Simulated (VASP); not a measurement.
Here is the system:

```
CELL_PARAMETERS angstrom
      1.81500    -3.14367     0.00000
      1.81500     3.14367     0.00000
      0.00000     0.00000     5.85000
ATOMIC_POSITIONS crystal
  Hf 0.00000 0.00000 0.00000
  S  0.33333 0.66667 0.25000
  S  0.66667 0.33333 0.75000
```

Computed with PBE GGA, VASP's PBE PAW potentials (set 64) (plane waves; VASP). Numerical set-up: 400 eV cut-off, 6×6×4 Γ-centred mesh, Gaussian smearing of 0.050 eV, potentials Hf_pv S.

Unless said otherwise, spin-orbit coupling is left out, though it shifts the bands of the heavy elements here.

**Question.** Predict the energy per atom (σ→0), band gap (on the k-mesh) with the smallest direct gap where there is one.

**Answer.** 
The band gap (on the k-mesh) is 0.95 eV, the smallest direct gap (on the k-mesh) comes out as 1.86 eV and the energy per atom (σ→0) is -7624 meV/atom.

The absolute energy has meaning only against runs of the same code, potentials and settings.

The compound is HfS2 in the 1T layered structure. The cell was not relaxed at this level.
